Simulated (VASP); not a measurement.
Given:

```yaml
crystal:
  lattice:
    - [3.81205, 0.00000, 0.00000]
    - [0.00000, 3.81205, 0.00000]
    - [0.00000, 0.00000, 3.81205]
  atoms:
    - { symbol: Sr, position: [0.00000, 0.00000, 0.00000] }
```

These are r2SCAN meta-GGA with spin-orbit coupling, VASP's PBE PAW potentials (set 64) (plane waves; VASP) values and carry that method's errors. Settings: 400 eV cut-off, 9×9×9 Γ-centred mesh, Gaussian smearing of 0.050 eV, potentials Sr_sv.

### Question
Predict the energy per atom (σ→0), band gap (over mesh and band path) with the smallest direct gap where there is one.

### Answer

The band gap (over mesh and band path) comes out as none (metal, semimetal or under 0.01 eV). The energy per atom (σ→0) comes out as -14.795 eV/atom.

The absolute energy has meaning only against runs of the same code, potentials and settings.

The structure was generated: Sr was put into the simple-cubic type (Pm-3m), which need not be its known phase. It was relaxed first, which changed the volume by -12 %.
